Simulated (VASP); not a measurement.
# MgTi2N2 (R-3m) in VASP: a series of runs

The runs below take MgTi2N2 through relaxation of cell and atoms, with PBE.

All numbers are computed with VASP 6.6.1; they aren't measurements. Logs are shortened: lines on timing, memory, paths and dates and some standing lists are left out, and cuts for length are marked.

## 1. The structure

It takes space group R-3m (No. 166, trigonal). Conventional cell: a = 3.300 Å, b = 3.300 Å, c = 20.040 Å, α = 90.00°, β = 90.00°, γ = 120.00°. Around Mg (site symmetry -3m) lie 2 N at 2.40 Å. Ti (site symmetry 3m) is surrounded by 4 N at 1.92 to 2.08 Å. Around N (site symmetry 3m) lie 4 Ti at 1.92 to 2.08 Å.

The cell was built by a generator and needn't be a form met in nature.

## 2. Relaxation of cell and atoms, PBE

File INCAR:

```
ALGO = Fast
EDIFF = 1E-4
EDIFFG = -0.08
ENCUT = 520
GGA = PE
IBRION = 2
ISIF = 3
ISMEAR = 0
LASPH = True
LCHARG = False
LREAL = False
LWAVE = False
NELM = 60
NSW = 24
PREC = Normal
SIGMA = 0.15
```

File KPOINTS:

```
k-points
0
Gamma
  5 5 5
```

File POSCAR:

```
MgTi2N2
1.0
    1.6500000000      0.9526279400      6.6800000000
   -1.6500000000      0.9526279400      6.6800000000
    0.0000000000     -1.9052558900      6.6800000000
Mg Ti N
1 2 2
Direct
    0.0000000000      0.0000000000      0.0000000000
    0.7764000000      0.7764000000      0.7764000000
    0.2236000000      0.2236000000      0.2236000000
    0.1200000000      0.1200000000      0.1200000000
    0.8800000000      0.8800000000      0.8800000000
```

Potentials or basis: VASP PAW PBE potentials, release 64 (Mg, Ti_sv, N).

Run with:

```console
$ cat potpaw_PBE.64/Mg/POTCAR potpaw_PBE.64/Ti_sv/POTCAR potpaw_PBE.64/N/POTCAR > POTCAR
$ mpirun -np 1 vasp_std > vasp.out
```

OUTCAR:

```text
EDIFF = 1E-4
   EDIFFG = -0.08
   ENCUT = 520
   GGA = PE
   IBRION = 2
   ISIF = 3
   ISMEAR = 0
   LASPH = True
   LREAL = False
   NELM = 60
   NSW = 24
   PREC = Normal

 ion  position               nearest neighbor table
   1  0.000  0.000  0.000-   4 2.40   5 2.40   2 2.91   2 2.91   3 2.91   3 2.91   2 2.91   3 2.91

   2  0.776  0.776  0.776-   4 1.92   4 1.92   4 1.92   5 2.08   1 2.91   1 2.91   1 2.91
   3  0.224  0.224  0.224-   5 1.92   5 1.92   5 1.92   4 2.08   1 2.91   1 2.91   1 2.91
   4  0.120  0.120  0.120-   2 1.92   2 1.92   2 1.92   3 2.08   1 2.40
   5  0.880  0.880  0.880-   3 1.92   3 1.92   3 1.92   2 2.08   1 2.40

  LATTYP: Found a trigonal (rhomboedric) cell.
 ALAT       =     6.9463947478
 COS(alpha) =     0.8871558722

  Lattice vectors:

 A1 = (   1.6500000000,   0.9526279400,   6.6800000000)
 A2 = (  -1.6500000000,   0.9526279400,   6.6800000000)
 A3 = (   0.0000000000,  -1.9052558900,   6.6800000000)

Analysis of symmetry for initial positions (statically):
=====================================================================
 Subroutine PRICEL returns:
 Original cell was already a primitive cell.

 Routine SETGRP: Setting up the symmetry group for a
 trigonal (rhombohedral) supercell.

 Subroutine GETGRP returns: Found 12 space group operations
 (whereof 12 operations were pure point group operations)
 out of a pool of 12 trial point group operations.

The static configuration has the point symmetry D_3d.

Analysis of symmetry for dynamics (positions and initial velocities):
=====================================================================
 Subroutine PRICEL returns:
 Original cell was already a primitive cell.

 Routine SETGRP: Setting up the symmetry group for a
 trigonal (rhombohedral) supercell.

 Subroutine GETGRP returns: Found 12 space group operations
 (whereof 12 operations were pure point group operations)
 out of a pool of 12 trial point group operations.

The dynamic configuration has the point symmetry D_3d.

 Subroutine INISYM returns: Found 12 space group operations
 (whereof 12 operations are pure point group operations),
 and found     1 'primitive' translations

----------------------------------------------------------------------------------------

                                     Primitive cell

  volume of cell :      62.9992

  direct lattice vectors                    reciprocal lattice vectors
     1.650000000  0.952627940  6.680000000     0.303030303  0.174954627  0.049900200
    -1.650000000  0.952627940  6.680000000    -0.303030303  0.174954627  0.049900200
     0.000000000 -1.905255890  6.680000000     0.000000000 -0.349909254  0.049900199

  length of vectors
     6.946394748  6.946394748  6.946394749     0.353449453  0.353449453  0.353449454

  position of ions in fractional coordinates (direct lattice)
     0.000000000  0.000000000  0.000000000
     0.776400000  0.776400000  0.776400000
     0.223600000  0.223600000  0.223600000
     0.120000000  0.120000000  0.120000000
     0.880000000  0.880000000  0.880000000

  ion indices of the primitive-cell ions
   primitive index   ion index
                 1           1
                 2           2
                 3           3
                 4           4
                 5           5

----------------------------------------------------------------------------------------

 KPOINTS: k-points

Automatic generation of k-mesh.
 Grid dimensions read from file:
 generate k-points for:    5    5    5

 Generating k-lattice:

  Cartesian coordinates                     Fractional coordinates (reciprocal lattice)
     0.060606061  0.034990925  0.009980040     0.200000000  0.000000000  0.000000000
    -0.060606061  0.034990925  0.009980040     0.000000000  0.200000000  0.000000000
     0.000000000 -0.069981851  0.009980040     0.000000000  0.000000000  0.200000000

  Length of vectors
     0.070689891  0.070689891  0.070689891

  Shift w.r.t. Gamma in fractional coordinates (k-lattice)
     0.000000000  0.000000000  0.000000000

 Subroutine IBZKPT returns following result:
 ===========================================

 Found     19 irreducible k-points:

 Following reciprocal coordinates:
            Coordinates               Weight
  0.000000  0.000000  0.000000      1.000000
  0.200000 -0.000000  0.000000      6.000000
  0.400000  0.000000  0.000000      6.000000
  0.200000  0.200000  0.000000      6.000000
  0.400000  0.200000  0.000000     12.000000
 -0.400000  0.200000  0.000000     12.000000
[... 11 lines left out ...]
  0.400000  0.400000  0.400000      2.000000
 -0.400000  0.400000  0.400000      6.000000
   k-points           NKPTS =     19   k-points in BZ     NKDIM =     19   number of bands    NBANDS=     22
   number of dos      NEDOS =    301   number of ions     NIONS =      5
   total plane-waves  NPLWV =  64000
   dimension x,y,z NGX =    40 NGY =   40 NGZ =   40
   dimension x,y,z NGXF=    80 NGYF=   80 NGZF=   80
   ions per type =               1   2   2
   NGX,Y,Z   is equivalent  to a cutoff of   9.57,  9.57,  9.57 a.u.
   NGXF,Y,Z  is equivalent  to a cutoff of  19.15, 19.15, 19.15 a.u.
 SYSTEM =  unknown system
   PREC   = normal    normal or accurate (medium, high low for compatibility)
   ISTART =      0    job   : 0-new  1-cont  2-samecut
   ICHARG =      2    charge: 1-file 2-atom 10-const
   ISPIN  =      1    spin polarized calculation?
   LNONCOLLINEAR =      F non collinear calculations
   LSORBIT =      F    spin-orbit coupling
   LASPH  =      T    aspherical Exc in radial PAW
   ENCUT  =  520.0 eV  38.22 Ry    6.18 a.u.  12.92 12.92 12.92*2*pi/ulx,y,z
   NELM   =     60;   NELMIN=  2; NELMDL= -5     # of ELM steps
   EDIFF  = 0.1E-03   stopping-criterion for ELM
   LREAL  =      F    real-space projection
   EDIFFG = -.8E-01   stopping-criterion for IOM
   NSW    =     24    number of steps for IOM
   IBRION =      2    ionic relax: 0-MD 1-quasi-New 2-CG
   NFREE  =      1    steps in history (QN), initial steepest desc. (CG)
   ISIF   =      3    stress and relaxation
   ISYM   =      2    0-nonsym 1-usesym 2-fastsym
   POTIM  = 0.5000    time-step for ionic-motion
   TEBEG  =    0.0;   TEEND  =   0.0 temperature during run
   PSTRESS=    0.0 pullay stress
   NELECT =      36.0000    total number of electrons
   NUPDOWN=      -1.0000    fix difference up-down
   EMIN   =  10.00;   EMAX   =-10.00  energy-range for DOS
   EFERMI =   0.00;   METHOD = LEGACY
   ISMEAR =     0;   SIGMA  =   0.15  broadening in eV -4-tet -1-fermi 0-gaus
   EFERMI_NEDOS =   21; number of points for ismear=-14 and -15
   IALGO  =     68    algorithm
   IMIX   =      4    mixing-type and parameters
     AMIX     =   0.40;   BMIX     =  1.00
     AMIX_MAG =   1.60;   BMIX_MAG =  1.00
  volume/ion in A,a.u.               =      12.60        85.03
  Fermi-wavevector in a.u.,A,eV,Ry     =   1.358514  2.567219 25.110359  1.845559
  Thomas-Fermi vector in A             =   2.485341
   LORBIT       =      0    0 simple, 1 ext, 2 COOP (PROOUT), +10 PAW based schemes
   GGA     = PE    functional components
   LHFCALC =     F    Hartree Fock is set to
   AEXX    =    0.0000 exact exchange contribution
   IVDW    =     0    specifies the selected vdW correction
   LEPSILON=     F    determine dielectric tensor
   LRPA    =     F    only Hartree local field effects (RPA)
 conjugate gradient relaxation of ions
 non-spin polarized calculation
 RMM-DIIS sequential band-by-band and
 Gauss-broadening in eV      SIGMA  =   0.15
  energy-cutoff  :      520.00
  volume of cell :       63.00
 maximum number of plane-waves:      1712
   NGX = 25   NGY = 25   NGZ = 25

--------------------------------------- Ionic step        1  -------------------------------------------

 number of electron      35.9999999 magnetization

 Free energy of the ion-electron system (eV)
  ---------------------------------------------------
  ext. energy  EPLUGINS =         0.00000000
  ---------------------------------------------------
  free energy    TOTEN  =       -38.33395533 eV

  energy without entropy =      -38.29338444  energy(sigma->0) =      -38.31366989

------------------------ aborting loop because EDIFF is reached ----------------------------------------

  FORCE on cell =-STRESS in cart. coord.  units (eV):
  Direction    XX          YY          ZZ          XY          YZ          ZX
  --------------------------------------------------------------------------------------
  -------------------------------------------------------------------------------------
  Total        8.4041011      8.4041011      3.3108177      0.0000000     -0.0000000      0.0000000
  in kB      213.7306856    213.7306853     84.1997639      0.0000000     -0.0000000      0.0000000
  external PRESSURE =     170.5537116 kB  Pullay stress =       0.0000000 kB
[... 98 lines left out ...]
  FREE ENERGIE OF THE ION-ELECTRON SYSTEM (eV)
  ---------------------------------------------------
  free  energy   TOTEN  =       -38.9745620710 eV

  energy  without entropy=      -38.9307084141  energy(sigma->0) =      -38.95263524

[... ionic steps 4 to 7 ...]

--------------------------------------- Ionic step        8  -------------------------------------------

 number of electron      36.0000007 magnetization

------------------------ aborting loop because EDIFF is reached ----------------------------------------

  FORCE on cell =-STRESS in cart. coord.  units (eV):
  Direction    XX          YY          ZZ          XY          YZ          ZX
  --------------------------------------------------------------------------------------
  -------------------------------------------------------------------------------------
  Total        0.1322307      0.1322307     -0.5275006      0.0000000      0.0000000      0.0000000
  in kB        3.0707031      3.0707031    -12.2497839      0.0000000      0.0000000      0.0000000
  external PRESSURE =      -2.0361259 kB  Pullay stress =       0.0000000 kB
[... 63 lines left out ...]
  energy  without entropy=      -39.3764167123  energy(sigma->0) =      -39.38847652

--------------------------------------- Ionic step       10  -------------------------------------------

 number of electron      36.0000002 magnetization

 Free energy of the ion-electron system (eV)
  ---------------------------------------------------
  ext. energy  EPLUGINS =         0.00000000
  ---------------------------------------------------
  free energy    TOTEN  =       -39.40242340 eV

  energy without entropy =      -39.37787698  energy(sigma->0) =      -39.39015019

 E-fermi :   6.8222     XC(G=0): -10.6391

 val. band max:        6.7269835113   @ k =  -0.4000   0.2000   0.0000
 cond. band min:       6.8836016040   @ k =   0.4000   0.4000   0.2000
 fundamental gap:      0.1566180927
 Fermi energy:         6.8222422797

 k-point     1 :       0.0000    0.0000    0.0000
  band No.  band energies     occupation
      1     -50.5871      2.00000
      2     -50.4930      2.00000
      3     -26.9795      2.00000
      4     -26.8885      2.00000
      5     -26.8885      2.00000
      6     -26.7608      2.00000
[... 496 lines left out ...]
  FREE ENERGIE OF THE ION-ELECTRON SYSTEM (eV)
  ---------------------------------------------------
  free  energy   TOTEN  =       -39.4024234040 eV

  energy  without entropy=      -39.3778769769  energy(sigma->0) =      -39.39015019

 reached required accuracy - stopping structural energy minimisation
```

It took 8.7 min on 1 thread of Intel Xeon Platinum 8259CL at 2.50GHz (Skylake/Cascade Lake), shared host; peak memory 0.28 GiB.

Results:

```yaml
Free_energy: -39.4024 eV
Relaxed_volume: 13.79 Å³/atom
Relaxed_cell: a = 6.958 Å, b = 6.958 Å, c = 6.958 Å, α = 28.77°, β = 28.77°, γ = 28.77°
Space_group_after_relaxing_to_0.05_Å: R-3m (No. 166)
Energy_gained_by_relaxing: 213.7 meV/atom
Ionic_steps: 10
Pressure_after_relaxing: -0.4 GPa
Largest_force_after_relaxing: 0.043 eV/Å
Band_gap_on_the_k_mesh: none (metal or under the smearing width)
```

Forces on the atoms (eV/Å):
```
Mg   0.000  0.000  0.000
Ti   0.000  0.000  0.043
Ti   0.000  0.000 -0.043
N    0.000  0.000 -0.017
N    0.000  0.000  0.017
```

Stress tensor (GPa, compression positive):
```
-0.25  0.00  0.00
 0.00 -0.25  0.00
 0.00  0.00 -0.68
```

Step by step:
| step | energy change (eV) | largest force (eV/Å) | pressure (GPa) | volume (Å³) |
| --- | --- | --- | --- | --- |
| 1 | 0.0000 | 1.5847 | 17.06 | 63.00 |
| 2 | -0.5270 | 1.7363 | -12.30 | 75.98 |
| 3 | -0.6406 | 1.7864 | -5.80 | 71.85 |
| 4 | -0.9955 | 0.4353 | -4.82 | 71.67 |
| 5 | -0.9964 | 0.4058 | -4.75 | 71.66 |
| 6 | -1.0422 | 0.3391 | 3.59 | 67.56 |
| 7 | -1.0566 | 0.3636 | 0.99 | 68.85 |
| 8 | -1.0663 | 0.0677 | -0.20 | 68.99 |
| 9 | -1.0666 | 0.0900 | -0.04 | 68.98 |
| 10 | -1.0685 | 0.0434 | -0.40 | 68.97 |

Final structure:
```
CELL_PARAMETERS angstrom
1.72832 0.99785 6.66549
-1.72832 0.99785 6.66549
0.00000 -1.99569 6.66549
ATOMIC_POSITIONS crystal
Mg 0.00000 0.00000 0.00000
Ti 0.78322 0.78322 0.78322
Ti 0.21678 0.21678 0.21678
N 0.11112 0.11112 0.11112
N 0.88888 0.88888 0.88888
```

Caveat: the k mesh is coarse (spacing up to 0.44 Å⁻¹), so the values aren't converged; the relaxation stopped at a loose force limit of 0.08 eV/Å, so its end isn't a converged minimum.

## 3. Relaxation of cell and atoms, PBE

This run uses another cell than the first one, of 16.20 Å³/atom, 1.286 times its volume.

INCAR is that of step 2.

File KPOINTS:

```
k-points
0
Gamma
  5 5 2
```

File POSCAR:

```
MgTi2N2
1.0
    1.6389893800     -3.2552404500      0.0000000000
    1.6389893800      3.2552404500      0.0000000000
    0.0000000000      0.0000000000      7.5912773100
Mg Ti N
1 2 2
Direct
    0.0000000000      0.0000000000      0.5000000000
    0.0000000000      0.0000000000      0.7582957300
    0.0000000000      0.0000000000      0.2417042700
    0.5000000000      0.5000000000      0.0000000000
    0.0000000000      0.0000000000      0.0000000000
```

Potentials or basis: VASP PAW PBE potentials, release 64 (Mg, Ti_sv, N).

Run with:

```console
$ cat potpaw_PBE.64/Mg/POTCAR potpaw_PBE.64/Ti_sv/POTCAR potpaw_PBE.64/N/POTCAR > POTCAR
$ mpirun -np 1 vasp_std > vasp.out
```

Wall time 5.3 min (1 thread of Intel Xeon Platinum 8259CL at 2.50GHz (Skylake/Cascade Lake), shared host); peak memory 0.17 GiB.

Results (log left out):

- Free energy: -29.3138 eV
- Relaxed volume: 15.91 Å³/atom
- Relaxed cell: a = 3.059 Å, b = 3.059 Å, c = 9.340 Å, α = 90.00°, β = 90.00°, γ = 114.51°
- Space group after relaxing (to 0.05 Å): Cmmm (No. 65)
- Energy gained by relaxing: 1314.9 meV/atom
- Ionic steps: 13
- Pressure after relaxing: 0.1 GPa
- Largest force after relaxing: 0.044 eV/Å
- Band gap on the k mesh: none (metal or under the smearing width)

Forces on the atoms (eV/Å):
```
Mg   0.000  0.000  0.000
Ti   0.000  0.000 -0.044
Ti   0.000  0.000  0.044
N    0.000  0.000  0.000
N    0.000  0.000  0.000
```

Stress tensor (GPa, compression positive):
```
-0.34  0.00  0.00
 0.00  0.76  0.00
 0.00  0.00 -0.12
```

Step by step:
```csv
step,energy change (eV),largest force (eV/Å),pressure (GPa),volume (Å³)
1,0.0000,9.4339,12.05,81.00
2,-5.9144,1.1981,-1.12,92.74
3,-6.0307,0.5428,-0.86,90.84
4,-6.0306,0.6765,-0.80,91.09
5,-6.2572,0.4926,-4.90,90.17
6,-6.2870,0.8372,-6.22,89.78
7,-6.4401,0.4381,-4.34,86.56
8,-6.5625,0.2110,-1.03,81.91
9,-6.5667,0.4494,0.27,80.64
10,-6.5677,0.3727,0.04,80.94
11,-6.5719,0.2225,-0.25,80.60
12,-6.5731,0.0081,-0.59,80.14
13,-6.5746,0.0442,0.10,79.53
```

Final structure:
```cif
data_structure
_symmetry_space_group_name_H-M 'P 1'
_symmetry_Int_Tables_number 1
_cell_length_a 3.0592
_cell_length_b 3.0592
_cell_length_c 9.3399
_cell_angle_alpha 90.000
_cell_angle_beta 90.000
_cell_angle_gamma 114.510
_cell_volume 79.53
loop_
_atom_site_label
_atom_site_type_symbol
_atom_site_fract_x
_atom_site_fract_y
_atom_site_fract_z
_atom_site_occupancy
Mg1 Mg 0.00000 0.00000 0.50000 1
Ti1 Ti 0.00000 0.00000 0.80619 1
Ti2 Ti 0.00000 0.00000 0.19381 1
N1 N 0.50000 0.50000 0.00000 1
N2 N 0.00000 0.00000 0.00000 1
```

Levels at points of the mesh, in eV from the Fermi level:
```csv
k point,band 15,band 16,band 17,band 18,band 19,band 20,band 21,band 22
"(0.00, 0.00, 0.00)",-2.98,-2.08,-1.94,-0.48,0.15,0.24,0.90,1.23
"(0.00, 0.00, 0.50)",-3.36,-2.98,-0.50,-0.48,0.15,0.23,0.40,1.28
```

Caveat: the k mesh is coarse (spacing up to 0.43 Å⁻¹), so the values aren't converged; the relaxation stopped at a loose force limit of 0.08 eV/Å, so its end isn't a converged minimum.
